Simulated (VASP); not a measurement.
# BaY (Pm-3m) in VASP: notebook

One crystal, BaY, is run at these levels: RPBE, revPBE; tasks: band structure.

Program: VASP 6.6.1. These are calculated values, not measurements. Logs are shortened: lines on timing, memory, paths and dates and some standing lists are left out, and cuts for length are marked.

## (1) The crystal as given

The structure is cubic, space group Pm-3m (No. 221). Conventional cell: a = 4.420 Å, b = 4.420 Å, c = 4.420 Å, α = 90.00°, β = 90.00°, γ = 90.00°. Ba (site symmetry m-3m) is surrounded by 8 Y at 3.83 Å. Y (site symmetry m-3m) has 8 Ba at 3.83 Å as nearest neighbours.

The cell was built by a generator and needn't be a form met in nature.

## (2) Band structure, RPBE

Contents of POSCAR:

```
BaY
1.0
    4.4203700000      0.0000000000      0.0000000000
    0.0000000000      4.4203700000      0.0000000000
    0.0000000000      0.0000000000      4.4203700000
Ba Y
1 1
Direct
    0.0000000000      0.0000000000      0.0000000000
    0.5000000000      0.5000000000      0.5000000000
```

Contents of INCAR.step1:

```
SYSTEM = BaY
PREC = Accurate ; ENCUT = 520
EDIFF = 1E-6 ; ISMEAR = -1
SIGMA = 0.05 ; LREAL = .FALSE.
LASPH = .TRUE. ; NELM = 80
ALGO = Normal ; ISIF = 2
LWAVE = .FALSE. ; LCHARG = .TRUE.
LMAXMIX = 4 ; GGA = RP
NBANDS = 18
```

Contents of KPOINTS.step1:

```
regular mesh
0
G
  6 6 6
  0 0 0
```

Contents of INCAR.step2:

```
SYSTEM = BaY
PREC = Accurate ; ENCUT = 520
EDIFF = 1E-6 ; ISMEAR = 0
SIGMA = 0.05 ; LREAL = .FALSE.
LASPH = .TRUE. ; NELM = 80
ALGO = Normal ; ISIF = 2
LWAVE = .FALSE. ; LCHARG = .FALSE.
LMAXMIX = 4 ; GGA = RP
NBANDS = 18 ; ICHARG = 11
```

Contents of KPOINTS.step2:

```
path GXMGRX,MR
10
line-mode
reciprocal
 0.0000000000  0.0000000000  0.0000000000  G
 0.0000000000  0.5000000000  0.0000000000  X

 0.0000000000  0.5000000000  0.0000000000  X
 0.5000000000  0.5000000000  0.0000000000  M

 0.5000000000  0.5000000000  0.0000000000  M
 0.0000000000  0.0000000000  0.0000000000  G

 0.0000000000  0.0000000000  0.0000000000  G
 0.5000000000  0.5000000000  0.5000000000  R

 0.5000000000  0.5000000000  0.5000000000  R
 0.0000000000  0.5000000000  0.0000000000  X

 0.5000000000  0.5000000000  0.0000000000  M
 0.5000000000  0.5000000000  0.5000000000  R
```

Potentials or basis: VASP PAW PBE potentials, release 64 (Ba_sv, Y_sv).

The run is started by

```console
> cat potpaw_PBE.64/Ba_sv/POTCAR potpaw_PBE.64/Y_sv/POTCAR > POTCAR
> cp INCAR.step1 INCAR
> cp KPOINTS.step1 KPOINTS
> mpirun -np 1 vasp_std > vasp.out
> cp INCAR.step2 INCAR
> cp KPOINTS.step2 KPOINTS
> mpirun -np 1 vasp_std > vasp.out
```

OUTCAR:

```text
SYSTEM = BaY
   PREC = Accurate
   ENCUT = 520
   EDIFF = 1E-6
   ISMEAR = 0
   LREAL = .FALSE.
   LASPH = .TRUE.
   NELM = 80
   ISIF = 2
   GGA = RP
   ICHARG = 11

 ion  position               nearest neighbor table
   1  0.000  0.000  0.000-   2 3.83   2 3.83   2 3.83   2 3.83   2 3.83   2 3.83   2 3.83   2 3.83

   2  0.500  0.500  0.500-   1 3.83   1 3.83   1 3.83   1 3.83   1 3.83   1 3.83   1 3.83   1 3.83

  LATTYP: Found a simple cubic cell.
 ALAT       =     4.4203700000

  Lattice vectors:

 A1 = (   4.4203700000,   0.0000000000,   0.0000000000)
 A2 = (   0.0000000000,   4.4203700000,   0.0000000000)
 A3 = (   0.0000000000,   0.0000000000,   4.4203700000)

Analysis of symmetry for initial positions (statically):
=====================================================================
 Subroutine PRICEL returns:
 Original cell was already a primitive cell.

 Routine SETGRP: Setting up the symmetry group for a
 simple cubic supercell.

 Subroutine GETGRP returns: Found 48 space group operations
 (whereof 48 operations were pure point group operations)
 out of a pool of 48 trial point group operations.

The static configuration has the point symmetry O_h .

Analysis of symmetry for dynamics (positions and initial velocities):
=====================================================================
 Subroutine PRICEL returns:
 Original cell was already a primitive cell.

 Routine SETGRP: Setting up the symmetry group for a
 simple cubic supercell.

 Subroutine GETGRP returns: Found 48 space group operations
 (whereof 48 operations were pure point group operations)
 out of a pool of 48 trial point group operations.

The dynamic configuration has the point symmetry O_h .

 Subroutine INISYM returns: Found 48 space group operations
 (whereof 48 operations are pure point group operations),
 and found     1 'primitive' translations

----------------------------------------------------------------------------------------

                                     Primitive cell

  volume of cell :      86.3726

  direct lattice vectors                    reciprocal lattice vectors
     4.420370000  0.000000000  0.000000000     0.226225406  0.000000000  0.000000000
     0.000000000  4.420370000  0.000000000     0.000000000  0.226225406  0.000000000
     0.000000000  0.000000000  4.420370000     0.000000000  0.000000000  0.226225406

  length of vectors
     4.420370000  4.420370000  4.420370000     0.226225406  0.226225406  0.226225406

  position of ions in fractional coordinates (direct lattice)
     0.000000000  0.000000000  0.000000000
     0.500000000  0.500000000  0.500000000

  ion indices of the primitive-cell ions
   primitive index   ion index
                 1           1
                 2           2

----------------------------------------------------------------------------------------

 KPOINTS: path GXMGRX,MR

Interpolating k-points between supplied coordinates.

 Line segments in fractional coordinates (reciprocal lattice):
    0.000000  0.000000  0.000000  ...  0.000000  0.500000  0.000000
    0.000000  0.500000  0.000000  ...  0.500000  0.500000  0.000000
    0.500000  0.500000  0.000000  ...  0.000000  0.000000  0.000000
    0.000000  0.000000  0.000000  ...  0.500000  0.500000  0.500000
    0.500000  0.500000  0.500000  ...  0.000000  0.500000  0.000000
    0.500000  0.500000  0.000000  ...  0.500000  0.500000  0.500000

 Generated    10 points on each line segment, for a total of     60 k-points:

 Following reciprocal coordinates:
            Coordinates               Weight
  0.000000  0.000000  0.000000      0.016667
  0.000000  0.055556  0.000000      0.016667
  0.000000  0.111111  0.000000      0.016667
  0.000000  0.166667  0.000000      0.016667
  0.000000  0.222222  0.000000      0.016667
  0.000000  0.277778  0.000000      0.016667
[... 16 lines left out ...]
  0.388889  0.388889  0.000000      0.016667
  0.333333  0.333333  0.000000      0.016667
 [... further k-points ...]
   k-points           NKPTS =     60   k-points in BZ     NKDIM =     60   number of bands    NBANDS=     18
   number of dos      NEDOS =    301   number of ions     NIONS =      2
   total plane-waves  NPLWV =  46656
   dimension x,y,z NGX =    36 NGY =   36 NGZ =   36
   dimension x,y,z NGXF=    72 NGYF=   72 NGZF=   72
   ions per type =               1   1
   NGX,Y,Z   is equivalent  to a cutoff of  13.54, 13.54, 13.54 a.u.
   NGXF,Y,Z  is equivalent  to a cutoff of  27.08, 27.08, 27.08 a.u.
 SYSTEM =  BaY
   PREC   = accura    normal or accurate (medium, high low for compatibility)
   ISTART =      0    job   : 0-new  1-cont  2-samecut
   ICHARG =     11    charge: 1-file 2-atom 10-const
   ISPIN  =      1    spin polarized calculation?
   LNONCOLLINEAR =      F non collinear calculations
   LSORBIT =      F    spin-orbit coupling
   LASPH  =      T    aspherical Exc in radial PAW
   ENCUT  =  520.0 eV  38.22 Ry    6.18 a.u.   8.22  8.22  8.22*2*pi/ulx,y,z
   NELM   =     80;   NELMIN=  2; NELMDL=  0     # of ELM steps
   EDIFF  = 0.1E-05   stopping-criterion for ELM
   LREAL  =      F    real-space projection
   EDIFFG = 0.1E-04   stopping-criterion for IOM
   NSW    =      0    number of steps for IOM
   IBRION =     -1    ionic relax: 0-MD 1-quasi-New 2-CG
   NFREE  =      0    steps in history (QN), initial steepest desc. (CG)
   ISIF   =      2    stress and relaxation
   ISYM   =      2    0-nonsym 1-usesym 2-fastsym
   POTIM  = 0.5000    time-step for ionic-motion
   TEBEG  =    0.0;   TEEND  =   0.0 temperature during run
   PSTRESS=    0.0 pullay stress
   NELECT =      21.0000    total number of electrons
   NUPDOWN=      -1.0000    fix difference up-down
   EMIN   =  10.00;   EMAX   =-10.00  energy-range for DOS
   EFERMI =   0.00;   METHOD = LEGACY
   ISMEAR =     0;   SIGMA  =   0.05  broadening in eV -4-tet -1-fermi 0-gaus
   EFERMI_NEDOS =   21; number of points for ismear=-14 and -15
   IALGO  =     38    algorithm
   IMIX   =      4    mixing-type and parameters
     AMIX     =   0.40;   BMIX     =  1.00
     AMIX_MAG =   1.60;   BMIX_MAG =  1.00
  volume/ion in A,a.u.               =      43.19       291.44
  Fermi-wavevector in a.u.,A,eV,Ry     =   1.021777  1.930878 14.204857  1.044028
  Thomas-Fermi vector in A             =   2.155420
   LORBIT       =      0    0 simple, 1 ext, 2 COOP (PROOUT), +10 PAW based schemes
   GGA     = RP    functional components
   LHFCALC =     F    Hartree Fock is set to
   AEXX    =    0.0000 exact exchange contribution
   IVDW    =     0    specifies the selected vdW correction
   LEPSILON=     F    determine dielectric tensor
   LRPA    =     F    only Hartree local field effects (RPA)
 non-spin polarized calculation
 Gauss-broadening in eV      SIGMA  =   0.05
  energy-cutoff  :      520.00
  volume of cell :       86.37
 maximum number of plane-waves:      2360
 NGX is ok and might be reduce to    36

 number of electron      21.0000000 magnetization

 Free energy of the ion-electron system (eV)
  ---------------------------------------------------
  ext. energy  EPLUGINS =         0.00000000
  ---------------------------------------------------
  free energy    TOTEN  =        -7.47393067 eV

  energy without entropy =       -7.46881860  energy(sigma->0) =       -7.47137463

 E-fermi :   2.5577     XC(G=0):  -8.4707

 val. band max:        2.5507436699   @ k =   0.2778   0.2778   0.2778
 cond. band min:       2.5598002384   @ k =   0.5000   0.5000   0.3333
 fundamental gap:      0.0090565685
 Fermi energy:         2.5576523668

 k-point     1 :       0.0000    0.0000    0.0000
  band No.  band energies     occupation
      1     -41.1292      2.00000
      2     -25.3840      2.00000
      3     -21.0560      2.00000
      4     -21.0560      2.00000
      5     -21.0560      2.00000
      6     -10.5314      2.00000
[... 10 lines left out ...]
     17       7.7397      0.00000
     18       7.7446      0.00000

 k-point     2 :       0.0000    0.0556    0.0000
  band No.  band energies     occupation
      1     -41.1292      2.00000
      2     -25.3835      2.00000
      3     -21.0568      2.00000
      4     -21.0559      2.00000
      5     -21.0559      2.00000
      6     -10.5423      2.00000
[... 10 lines left out ...]
     17       7.3588      0.00000
     18       7.3906      0.00000

 k-point     3 :       0.0000    0.1111    0.0000
  band No.  band energies     occupation
      1     -41.1291      2.00000
      2     -25.3823      2.00000
      3     -21.0591      2.00000
      4     -21.0556      2.00000
      5     -21.0556      2.00000
      6     -10.5734      2.00000
[... 10 lines left out ...]
     17       6.8573      0.00000
     18       6.8623      0.00000

 k-point     4 :       0.0000    0.1667    0.0000
  band No.  band energies     occupation
      1     -41.1289      2.00000
      2     -25.3804      2.00000
      3     -21.0626      2.00000
      4     -21.0551      2.00000
      5     -21.0551      2.00000
      6     -10.6203      2.00000
[... 375 lines left out ...]
      4     -21.0852      2.00000
      5     -21.0497      2.00000
      6     -10.7910      2.00000
[... 10 lines left out ...]
     17       6.4069      0.00000
     18       8.0684      0.00000

 k-point    23 :       0.3889    0.3889    0.0000
  band No.  band energies     occupation
      1     -41.1272      2.00000
      2     -25.3548      2.00000
      3     -21.0830      2.00000
      4     -21.0814      2.00000
      5     -21.0502      2.00000
      6     -10.7779      2.00000
[... 10 lines left out ...]
     17       6.1169      0.00000
     18       7.4130      0.00000

 k-point    24 :       0.3333    0.3333    0.0000
  band No.  band energies     occupation
      1     -41.1275      2.00000
      2     -25.3597      2.00000
      3     -21.0789      2.00000
      4     -21.0760      2.00000
      5     -21.0510      2.00000
      6     -10.7543      2.00000
[... 10 lines left out ...]
     17       5.9308      0.00000
     18       6.7372      0.00000

 [... further k-points ...]

------------------------ aborting loop because EDIFF is reached ----------------------------------------

  FORCE on cell =-STRESS in cart. coord.  units (eV):
  Direction    XX          YY          ZZ          XY          YZ          ZX
  --------------------------------------------------------------------------------------
  -------------------------------------------------------------------------------------
  Total       -2.0278378     -2.0278378     -2.0278378     -0.0000000     -0.0000000      0.0000000
  in kB      -37.6155947    -37.6155947    -37.6155947     -0.0000000     -0.0000000      0.0000000
  external PRESSURE =     -37.6155947 kB  Pullay stress =       0.0000000 kB

 VOLUME and BASIS-vectors are now :
 -----------------------------------------------------------------------------
  energy-cutoff  :      520.00
  volume of cell :       86.37
      direct lattice vectors                 reciprocal lattice vectors
     4.420370000  0.000000000  0.000000000     0.226225406  0.000000000  0.000000000
     0.000000000  4.420370000  0.000000000     0.000000000  0.226225406  0.000000000
     0.000000000  0.000000000  4.420370000     0.000000000  0.000000000  0.226225406

 POSITION                                       TOTAL-FORCE (eV/Angst)
 -----------------------------------------------------------------------------------
      0.00000      0.00000      0.00000         0.000000      0.000000      0.000000
      2.21019      2.21019      2.21019         0.000000      0.000000      0.000000
 -----------------------------------------------------------------------------------
    total drift:                                0.000000      0.000000      0.000000

  FREE ENERGIE OF THE ION-ELECTRON SYSTEM (eV)
  ---------------------------------------------------
  free  energy   TOTEN  =        -7.4739306725 eV

  energy  without entropy=       -7.4688185962  energy(sigma->0) =       -7.47137463
```

It took 67 s on 1 thread of Intel Xeon Platinum 8488C (Sapphire Rapids), shared host; peak memory 0.27 GiB.

Results:

```yaml
Band_gap_along_the_path: none (metal or under the smearing width)
```

Levels at the corners of the path, in eV from the Fermi level:
```csv
point,band 9,band 10,band 11,band 12,band 13,band 14
Γ,-3.64,-1.07,-1.07,1.58,1.58,1.58
X,-1.35,-1.27,0.13,1.04,1.51,1.51
X,-1.35,-1.27,0.13,1.04,1.51,1.51
M,-1.86,-0.99,0.38,0.38,1.36,1.36
M,-1.86,-0.99,0.38,0.38,1.36,1.36
Γ,-3.64,-1.07,-1.07,1.58,1.58,1.58
Γ,-3.64,-1.07,-1.07,1.58,1.58,1.58
R,-0.15,-0.15,-0.15,0.66,0.66,0.66
R,-0.15,-0.15,-0.15,0.66,0.66,0.66
X,-1.35,-1.27,0.13,1.04,1.51,1.51
M,-1.86,-0.99,0.38,0.38,1.36,1.36
R,-0.15,-0.15,-0.15,0.66,0.66,0.66
```

Caveat: the log is that of the step along the path at fixed density, whose energy, stress, charges and moments have no meaning; the PAW data sets were made with another functional, which shifts forces and pressure a little; spin-orbit coupling is left out, which moves the levels of the heavy elements.

(Continued in part 2 of 2.)
